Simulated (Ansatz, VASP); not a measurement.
## AlNi: VASP beside Ansatz

One calculation is typed for both programs; each brings its own data sets. How far apart do they land? The cell is taken from a series of runs on this material, whose earlier steps may have relaxed, scaled, displaced or heated it; both programs get it as it stands.

Calculated with Ansatz 0.2.0; plane waves, with VASP 6.6.1 beside it; zone-centre phonons at PBEsol.

**1. The starting structure**

The structure is trigonal, space group R-3m (No. 166). The conventional cell has a = 4.088 Å, b = 4.088 Å, c = 4.932 Å, α = 90.00°, β = 90.00°, γ = 120.00°. Nearest to Al lie 8 Ni at 2.47 to 2.50 Å. Nearest to Ni lie 8 Al at 2.47 to 2.50 Å. Farther neighbours are not listed.

**2. VASP: zone-centre phonons, PBEsol**

Second derivatives magnify differences that forces hide, and they need a tight electronic threshold.

Lines of VASP's logs that name or quote its potential files are left out, and so is its time.

INCAR reads:

```
SYSTEM = AlNi
PREC = Accurate
ENCUT = 600
EDIFF = 1E-08
NELM = 120
ISMEAR = 1
SIGMA = 0.2
LREAL = .FALSE.
ALGO = Normal
GGA = PS
NBANDS = 12
LASPH = .TRUE.
LORBIT = 11
LWAVE = .FALSE.
LCHARG = .FALSE.
ISIF = 2
IBRION = 8
GGA_COMPAT = .FALSE.
KPAR = 2
```

POSCAR reads:

```
AlNi
1.0
    2.8760440414     -0.0143124271     -0.0143124271
   -0.0143124271      2.8760440414     -0.0143124271
   -0.0143124271     -0.0143124271      2.8760440414
Al Ni
1 1
Direct
    0.0000000000      0.0000000000      0.0000000000
    0.5000000000      0.5000000000      0.5000000000
```

KPOINTS reads:

```
Automatic mesh
0
Gamma
16 16 16
0 0 0
```

The projector-augmented-wave data sets are Al and Ni (PBE family, release 64).

Run with:

```
$ mpirun -np 2 vasp_std
```

Numbers of over 12 decimals in the logs are rounded to 6 here.

What it wrote:

```text
[banner, memory and clock lines left out]
running    2 mpi-ranks, on    1 nodes
 distrk:  each k-point on    1 cores,    2 groups
 distr:  one band on    1 cores,    1 groups

 POSCAR found type information on POSCAR AlNi
 POSCAR found :  2 types and       2 ions
|                                                                             |
|               ----> ADVICE to this user running VASP <----                  |
|                                                                             |
|     You enforced a specific xc type in the INCAR file but a different       |
|     [... a line on the potential file left out ...]
|     I HOPE YOU KNOW WHAT YOU ARE DOING!                                     |
|                                                                             |

 LDA part: xc-table for (Slater+PW92), standard interpolation
 POSCAR, INCAR and KPOINTS ok, starting setup
 FFT: planning ... GRIDC
 FFT: planning ... GRID_SOFT
 FFT: planning ... GRID
 WAVECAR not read
 entering main loop
       N       E                     dE             d eps       ncg     rms          rms(c)
DAV:   1     0.432191939853E+02    0.43219E+02   -0.60898E+03 10124   0.127E+03
DAV:   2    -0.114313938944E+02   -0.54651E+02   -0.50452E+02 10308   0.206E+02
DAV:   3    -0.131788696313E+02   -0.17475E+01   -0.17274E+01 12028   0.430E+01
DAV:   4    -0.132042685717E+02   -0.25399E-01   -0.25389E-01 11236   0.466E+00
DAV:   5    -0.132050326298E+02   -0.76406E-03   -0.76404E-03 12084   0.896E-01    0.127E+01
DAV:   6    -0.152713785186E+02   -0.20663E+01   -0.55065E+01 11076   0.117E+02    0.163E+01
DAV:   7    -0.116125519790E+02    0.36588E+01   -0.15787E+01 11192   0.695E+01    0.117E+00
DAV:   8    -0.115965780290E+02    0.15974E-01   -0.38628E-01 12272   0.731E+00    0.994E-01
DAV:   9    -0.115822446583E+02    0.14333E-01   -0.46951E-02 12140   0.310E+00    0.215E-01
DAV:  10    -0.115817117098E+02    0.53295E-03   -0.21840E-03 12280   0.696E-01    0.725E-02
DAV:  11    -0.115817135060E+02   -0.17962E-05   -0.72055E-05 12972   0.760E-02    0.248E-02
DAV:  12    -0.115817122611E+02    0.12449E-05   -0.37209E-06 13840   0.310E-02    0.451E-03
DAV:  13    -0.115817118379E+02    0.42319E-06   -0.27570E-07 15052   0.607E-03    0.187E-03
DAV:  14    -0.115817118385E+02   -0.66325E-09   -0.32909E-08 10064   0.150E-03
   1 F= -.11581712E+02 E0= -.11582094E+02  d E =0.114659E-02
 Linear response reoptimize wavefunctions to high precision
DAV:   1    -0.115817118538E+02   -0.15226E-07   -0.57731E-09  9088   0.117E-03
DAV:   2    -0.115817118538E+02   -0.26603E-10   -0.16755E-10  5776   0.126E-04
 Linear response DOF=           2
 Linear response progress:
  Degree of freedom:   1/  2
       N       E                     dE             d eps       ncg     rms          rms(c)
RMM:   1    -0.572318073144E-02   -0.57232E-02    0.29164E-03 59646   0.631E-01
RMM:   2    -0.545775689629E-02    0.26542E-03   -0.12522E-04 40022   0.225E-01    0.580E-02
RMM:   3    -0.545114695920E-02    0.66099E-05   -0.99199E-05 42947   0.792E-02    0.290E-02
RMM:   4    -0.552240264953E-02   -0.71256E-04   -0.40703E-05 42901   0.484E-02    0.596E-03
RMM:   5    -0.552724566702E-02   -0.48430E-05   -0.23284E-06 43824   0.116E-02    0.180E-03
RMM:   6    -0.552769475500E-02   -0.44909E-06   -0.13464E-07 40358   0.409E-03    0.119E-03
RMM:   7    -0.552768630523E-02    0.84498E-08   -0.25923E-08 40231   0.218E-03    0.638E-04
 first order change of Fermi-energy  -0.22032E-03
 force on displaced ion       1 direction 1 :  -5.890  -0.286  -0.286
 Linear response progress:
  Degree of freedom:   2/  2
       N       E                     dE             d eps       ncg     rms          rms(c)
RMM:   1    -0.186341141863E+00   -0.18634E+00   -0.99055E-02 39032   0.266E+00
RMM:   2    -0.184976800231E+00    0.13643E-02   -0.16395E-03 39215   0.495E-01    0.129E-01
RMM:   3    -0.184981634970E+00   -0.48347E-05   -0.12281E-04 41845   0.955E-02    0.762E-02
RMM:   4    -0.185399839521E+00   -0.41820E-03   -0.18426E-04 45025   0.106E-01    0.540E-03
RMM:   5    -0.185379096141E+00    0.20743E-04   -0.33780E-06 46140   0.195E-02    0.351E-03
RMM:   6    -0.185372631174E+00    0.64650E-05   -0.21862E-07 42191   0.566E-03    0.253E-03
RMM:   7    -0.185360369508E+00    0.12262E-04   -0.91277E-08 44289   0.344E-03    0.471E-04
RMM:   8    -0.185354650051E+00    0.57195E-05   -0.98759E-09 47477   0.818E-04    0.655E-05
RMM:   9    -0.185354163055E+00    0.48700E-06   -0.32957E-09 48218   0.189E-04    0.179E-05
RMM:  10    -0.185353974781E+00    0.18827E-06   -0.26798E-09 48715   0.773E-05    0.108E-05
RMM:  11    -0.185353947718E+00    0.27063E-07   -0.26998E-09 48642   0.475E-05    0.150E-06
RMM:  12    -0.185353958269E+00   -0.10551E-07   -0.26736E-09 48443   0.348E-05    0.780E-07
RMM:  13    -0.185353960210E+00   -0.19409E-08   -0.27505E-09 42435   0.310E-05    0.142E-07
 first order change of Fermi-energy  -0.83136E-03
 force on displaced ion       2 direction 1 :  -5.925  -0.287  -0.287
 Linear response finished
```

Parts of OUTCAR (step 2):

```text
ion  position               nearest neighbor table
   1  0.000  0.000  0.000-   2 2.47   2 2.47   2 2.50   2 2.50   2 2.50   2 2.50   2 2.50   2 2.50

  LATTYP: Found a trigonal (rhomboedric) cell.
 ALAT       =     2.8761152653
 COS(alpha) =    -0.0099276001

 Subroutine GETGRP returns: Found 12 space group operations
 (whereof 12 operations were pure point group operations)

The static configuration has the point symmetry D_3d.

 Found    417 irreducible k-points:

   k-points           NKPTS =    417   k-points in BZ     NKDIM =    417   number of bands    NBANDS=     12

   dimension x,y,z NGX =    24 NGY =   24 NGZ =   24
   dimension x,y,z NGXF=    48 NGYF=   48 NGZF=   48

   ENCUT  =  600.0 eV  44.10 Ry    6.64 a.u.   5.74  5.74  5.74*2*pi/ulx,y,z

   NELECT =      13.0000    total number of electrons

 k-points in reciprocal lattice and weights: Automatic mesh
   0.00000000  0.00000000  0.00000000       0.000
   0.06250000 -0.00000000  0.00000000       0.001
   0.12500000 -0.00000000  0.00000000       0.001
   0.18750000 -0.00000000  0.00000000       0.001
   0.25000000 -0.00000000  0.00000000       0.001
   0.31250000  0.00000000 -0.00000000       0.001
   0.37500000 -0.00000000  0.00000000       0.001
   0.43750000 -0.00000000 -0.00000000       0.001
   0.50000000 -0.00000000  0.00000000       0.001
[...]
-0.43750000  0.50000000  0.43750000       0.001
   0.50000000  0.50000000  0.50000000       0.000

 average (electrostatic) potential at core
       1 -69.7409       2 -81.2674

  Total       -0.3440965     -0.3440965     -0.3440965      0.1829515      0.1829515      0.1829515
  in kB      -23.1758972    -23.1758972    -23.1758972     12.3223130     12.3223130     12.3223130
  external PRESSURE =     -23.1758972 kB  Pullay stress =       0.0000000 kB

  energy-cutoff  :      600.00
  volume of cell :       23.79
      direct lattice vectors                 reciprocal lattice vectors
     2.876044041 -0.014312427 -0.014312427     0.347717130  0.001739044  0.001739044
    -0.014312427  2.876044041 -0.014312427     0.001739044  0.347717130  0.001739044
    -0.014312427 -0.014312427  2.876044041     0.001739044  0.001739044  0.347717130

 POSITION                                       TOTAL-FORCE (eV/Angst)
 -----------------------------------------------------------------------------------
      0.00000      0.00000      0.00000        -0.000000     -0.000000      0.000000
      1.42371      1.42371      1.42371         0.000000      0.000000      0.000000
 -----------------------------------------------------------------------------------
    total drift:                                0.000000      0.000000     -0.000000

 Eigenvectors and eigenvalues of the dynamical matrix
 ----------------------------------------------------

   1 f  =    9.252175 THz    58.133129 2PiTHz  308.619330 cm-1    38.263903 meV
             X         Y         Z           dx          dy          dz
      0.000000  0.000000  0.000000    -0.477429   -0.477429   -0.477429
      1.423710  1.423710  1.423710     0.324645    0.324645    0.324645

   2 f  =    8.615954 THz    54.135636 2PiTHz  287.397294 cm-1    35.632707 meV
             X         Y         Z           dx          dy          dz
      0.000000  0.000000  0.000000     0.575933   -0.593072    0.017139
      1.423710  1.423710  1.423710    -0.391707    0.403364   -0.011657

   3 f  =    8.615954 THz    54.135636 2PiTHz  287.397294 cm-1    35.632707 meV
             X         Y         Z           dx          dy          dz
      0.000000  0.000000  0.000000    -0.352306   -0.322619    0.674925
      1.423710  1.423710  1.423710     0.239613    0.219422   -0.459035

   4 f/i=    0.012385 THz     0.077817 2PiTHz    0.413118 cm-1     0.051220 meV
             X         Y         Z           dx          dy          dz
      0.000000  0.000000  0.000000     0.164271    0.289211   -0.453482
      1.423710  1.423710  1.423710     0.241529    0.425231   -0.666760

   5 f/i=    0.012385 THz     0.077817 2PiTHz    0.413118 cm-1     0.051220 meV
             X         Y         Z           dx          dy          dz
      0.000000  0.000000  0.000000    -0.428794    0.356659    0.072134
      1.423710  1.423710  1.423710    -0.630461    0.524401    0.106060

   6 f/i=    0.012404 THz     0.077934 2PiTHz    0.413738 cm-1     0.051297 meV
             X         Y         Z           dx          dy          dz
      0.000000  0.000000  0.000000     0.324645    0.324645    0.324645
      1.423710  1.423710  1.423710     0.477429    0.477429    0.477429

 ELASTIC MODULI CONTR FROM IONIC RELAXATION (kBar)
 Direction    XX          YY          ZZ          XY          YZ          ZX
 --------------------------------------------------------------------------------
 XX           0.0000      0.0000      0.0000      0.0000      0.0000      0.0000
 YY           0.0000      0.0000      0.0000      0.0000      0.0000      0.0000
 ZZ           0.0000      0.0000      0.0000      0.0000      0.0000      0.0000
 XY           0.0000      0.0000      0.0000      0.0000      0.0000      0.0000
 YZ           0.0000      0.0000      0.0000      0.0000      0.0000      0.0000
 ZX           0.0000      0.0000      0.0000      0.0000      0.0000      0.0000
 --------------------------------------------------------------------------------
```

**3. Ansatz: zone-centre phonons, PBEsol**

Ansatz runs on its PAW soft_1 files.

The same cell, functional, mesh and smearing now go to Ansatz, which takes its cutoff from its data sets.

input.yaml reads:

```yaml
crystal:
  lattice:
    - [2.8760440414, -0.0143124271, -0.0143124271]
    - [-0.0143124271, 2.8760440414, -0.0143124271]
    - [-0.0143124271, -0.0143124271, 2.8760440414]
  atoms:
    - { symbol: Al, position: [0.0, 0.0, 0.0] }
    - { symbol: Ni, position: [0.5, 0.5, 0.5] }
kpoints:
  mp_grid: { grid: [16, 16, 16] }
hamiltonian:
  xc: pbesol
  pseudopotentials: { kind: paw, azcp: { folder: soft_1 }, xc_functional: pbe }
scf:
  occupations: { method: methfessel_paxton, width: 0.2 }
output:
  eigenvalues: true
phonons:
  method: dfpt
```

Run with:

```
$ ansatz run input.yaml --threads 4 --pin off --max-ram 10240MiB --backend cpu --events-out ev --progress --plain --runs-dir out
```

What it wrote:

```text
Engine: ansatz 0.2.0, x86_64-unknown-linux-gnu
Pseudopotentials: kind: paw
Pseudopotential: Al, paw, valence charge 3, recommended cutoff 420 eV (normal), soft_1/Al.paw.azcp
Pseudopotential: Ni, paw, valence charge 18, recommended cutoff 420 eV (normal), soft_1/Ni.paw.azcp
Functional definition: PBEsol
  exchange = pbesol_x
  correlation = pbesol_c
Crystal: 2 atoms, lattice volume = 23.788 Å³
Basis set: ecut = 420 eV, 461 PW (Γ), exchange–correlation on 40×40×40 points (8 copies of the dense FFT grid, shifted against one another)
Bands: 15, of which v1, the nominal top of the filled ones, is band 11 counted from 1 (10 counted from 0)
Symmetry: 12 space group operations
k-points: 1098 of 4096 (irreducible under 2 space group operations, time reversal used)
Non-local potential: Al, projectors of the file, l = 0: 2, l = 1: 2, l = 2: 1
Non-local potential: Ni, projectors of the file, l = 0: 3, l = 1: 2, l = 2: 3, l = 3: 1
PAW form: soft (Blöchl's): semilocal exchange-correlation on the pseudo side does not see the compensation charge
PAW frozen core: Al, regenerated for the run's functional, and the local potential with it (the file was generated under x = pbe(κ = 0.804, μ = 0.219515), c = pbe(β = 0.066725))
PAW frozen core: Ni, regenerated for the run's functional, and the local potential with it (the file was generated under x = pbe(κ = 0.804, μ = 0.219515), c = pbe(β = 0.066725))
PAW one-centre angular grid: Al, 110 points (default); XC on 64 Gauss nodes
PAW one-centre angular grid: Ni, 590 points (default); XC on 64 Gauss nodes
Initial density: superposition of atomic densities (chi_scale 0.1, normalization cell, long waves kept (reshape's long-wave potential 0.00 eV rms))
Initial wavefunctions: pseudopotential atomic-orbital guess
Functional: x = pbesol(κ = 0.804, μ = 0.123457), c = pbesol(β = 0.046)
SCF iter   1: F=—  HF=-6331.240462 eV  |F-HF|=—  |Δ(HF+E_count)|=         —  Δρ=8.03e-2  dr2=1.54e0  ethr=3.10e-3  ⟨swp⟩=4.0  Hψ=72821  notcnv=0
preconditioner: auto → none  [metal: Δε(μ)=0.010 eV  Ē_g=10.160 eV  σ=0.200 eV  W_gap=0.04  n_scr=6 (ndim 8)  ℏωp=27.5 eV  f_vac=0.000  D(μ)=0.56/eV (n_scr^D=0)  sad-step TF]
SCF iter   2: F=—  HF=-6331.082529 eV  |F-HF|=—  |Δ(HF+E_count)|=   1.58e-1  S|Δr|=    0.00e0  Δρ=5.87e-2  dr2=8.93e-1  ethr=3.10e-3  ⟨swp⟩=2.0  Hψ=29568  notcnv=0  defer=272
SCF iter   3: F=—  HF=-6330.889012 eV  |F-HF|=—  |Δ(HF+E_count)|=   1.94e-1  S|Δr|=    0.00e0  Δρ=2.36e-2  dr2=1.17e-1  ethr=3.10e-3  ⟨swp⟩=2.0  Hψ=20825  notcnv=0  defer=272
SCF iter   4: F=—  HF=-6330.869152 eV  |F-HF|=—  |Δ(HF+E_count)|=   1.99e-2  S|Δr|=    0.00e0  Δρ=5.22e-3  dr2=3.80e-3  ethr=5.57e-4  ⟨swp⟩=2.1  Hψ=28998  notcnv=0  defer=251
SCF iter   5: F=—  HF=-6330.868967 eV  |F-HF|=—  |Δ(HF+E_count)|=   1.84e-4  S|Δr|=    0.00e0  Δρ=4.60e-4  dr2=2.21e-5  ethr=1.81e-5  ⟨swp⟩=2.2  Hψ=22213  notcnv=0  defer=251
SCF iter   6: F=—  HF=-6330.868962 eV  |F-HF|=—  |Δ(HF+E_count)|=   5.08e-6  S|Δr|=    0.00e0  Δρ=9.43e-5  dr2=1.14e-6  ethr=1.05e-7  ⟨swp⟩=2.0  Hψ=27784  notcnv=0  defer=251
SCF iter   7: F=—  HF=-6330.868965 eV  |F-HF|=—  |Δ(HF+E_count)|=   2.50e-6  S|Δr|=    0.00e0  Δρ=1.04e-5  dr2=1.68e-8  ethr=5.43e-9  ⟨swp⟩=2.2  Hψ=23042  notcnv=0  defer=251
SCF iter   8: F=—  HF=-6330.868965 eV  |F-HF|=—  |Δ(HF+E_count)|=   3.12e-9  S|Δr|=    0.00e0  Δρ=5.28e-7  dr2=4.40e-11  ethr=8.02e-11  ⟨swp⟩=2.3  Hψ=23748  notcnv=0  defer=251
SCF iter   9: F=-6330.868965 eV  HF=-6330.868965 eV  |F-HF|=0.00e0  |Δ(HF+E_count)|=  5.46e-12  S|Δr|=    0.00e0  Δρ=4.42e-8  dr2=2.00e-13  ethr=1.00e-12  ⟨swp⟩=6.1  Hψ=66622  notcnv=0
SCF 1 converged in 9 iterations: F = -6330.868965 eV  dr2 = 2.00e-13
  greatest PAW one-centre occupation: 1.001 electrons in one spin orbital (limit 2), on the Ni atom at site 1 (counted from 0), in its partial waves of l = 1
DFPT response loops at Γ: preconditioner auto → Kerker (q_TF=auto, 2.672 Å⁻¹) (partly filled bands, converged f_vac=0.000); β = 1.00, the filter's whole step (`scf.mixing.beta` (0.50) is not read by the response loops under this deck's `scf.mixing.preconditioner`; to damp them name `kerker` or `kerker_dos`, under which they read `scf.mixing.beta`, and type it under 1.00, their step now; both keys bind the ground state too); Broyden in place of MSR1
SCF converged after 9 iterations
Stability not checked: this state was not tested for a lower state beside it, because cold or Methfessel-Paxton smearing, or corrected tetrahedra, fill the levels in a way that the test cannot read (fill_not_monotonic; see scf.lower_state_search)
Free energy (F): -6330.868965 eV
Harris-Foulkes:  -6330.868965 eV  (|F-HF|=0.00e0)
Internal energy: -6330.870113 eV  (E = F + TS)
E sigma→0 (E₀):  -6330.869252 eV
Entropy (-TS):   0.001149 eV (0.574 meV/atom)
Fermi energy:    13.828201 eV
--- Per-component energies (eV) ---
  E_band       = -338.179291
  E_kinetic    = 368.550646
  E_local      = -3739.551971  (includes V_loc(G=0)·N_el)
  E_nonlocal   = -105.533458
  E_hartree    = 1959.825204
  E_xc         = -151.485317
  E_vxc        = -177.228807  (∫ρ·V_xc dr)
  E_paw        = -2080.775006  (= ΣΔE_a)
  E_vpaw       = -604.066897  (= ΣTr[D̂ρ^β])
  E_aug_tail   = 0.000823  (compensation charges beyond the density's cutoff)
  E_ewald      = -2582.117462
  E_core_change = 0.216428  (= ΣΔE_core)
  E_smearing   = 0.001149  (= −TS)
  E_closure    = -0.000000  (closes the sum)
  Σ components = -6330.868965   (vs F -6330.868965, Δ=0.00e0)
--- Band table (eV; the first three rows and the last of 1098) ---
  k-point 0: bands = [... 7 lower, 12.2627, 12.3025, 12.3025, 19.2526, 19.3551, 19.3551, 21.9643, 21.9643]
  k-point 1: bands = [... 7 lower, 12.2372, 12.2707, 12.2990, 18.5322, 19.3850, 19.4501, 21.9679, 22.6784]
  k-point 2: bands = [... 7 lower, 12.1516, 12.1829, 12.3047, 17.1554, 19.6643, 19.7278, 21.9787, 23.8050]
  k-point 1097: bands = [... 7 lower, 12.8553, 12.8553, 15.7000, 15.7000, 15.8876, 17.6096, 18.2804, 18.2804]
--- Phonons (Γ-DFPT): 2 representative perturbations + reference, on 1098 of 4096 k-points (Σ response iterations 6) ---
  k mesh reduced under 2 symmetry operations, with k and −k counted as one. Each operation leaves every solved perturbation unchanged. A smaller set is not used because it would not reduce the number of displacements times k-points to solve
  ASR residual: 2.029e-5 → 0.000e0 eV/Å²; symmetrization residual: 9.967e-7 eV/Å²
  ASR residual per site (eV/Å²): 8.29e-6 2.03e-5
  Γ frequencies (cm⁻¹): 0.00 0.00 0.00 286.26 286.26 307.26
  non-analytic LO–TO correction: not included (Born effective charges unavailable; polar crystals: no LO–TO splitting at Γ)
```

The column dr2 measures how far the density is from self-consistency, as an energy; F and HF (Harris–Foulkes) agree once it is small.

**4. Differences**

Known differences besides the potentials themselves: the data sets hold 21 valence electrons in Ansatz (on its PAW soft_1 files) and 13 in VASP; the cutoff is 420 eV in Ansatz and 600 eV in VASP; Ansatz makes its cores anew for this functional, VASP keeps those of its PBE data sets. Total energies have different zeros and are not compared.

Both answers:

```
                  quantity  Ansatz   VASP  difference
optical mode 1 to 2 (cm⁻¹)   286.3  287.4     -0.40 %
     optical mode 3 (cm⁻¹)   307.3  308.6     -0.44 %
```

Modes are paired by rising frequency, not by their patterns, so a pair may set unlike modes beside each other; they are those without the splitting of longitudinal modes.

**5. Results**

```json
{"r.m.s. difference of the optical zone-centre modes, each program's sorted by frequency (zone-centre phonons, PBEsol)": "1.2 cm⁻¹"}
```

The r.m.s. difference of the optical zone-centre modes, each program's sorted by frequency is 1.2 cm⁻¹ (zone-centre phonons, PBEsol). The data sets hold unlike numbers of valence electrons (21 in Ansatz and 13 in VASP), so part of the differences comes from the potentials. Such differences can come from data sets, numerical settings and the points named under the comparisons, not from the functional's error against experiment.

[Lines on the potential files, build, host, timing and source positions are cut from VASP's logs without a mark.]

[Logs are printed without paths, hosts, clocks, repeated set-up lines and the standing remarks that a program may print on its own settings, such as how far it seeks lower states.]

[Hosts, paths, dates, database ids (printed as entryN), source tags and the programs' standing remarks are cut or masked in the printed files.]
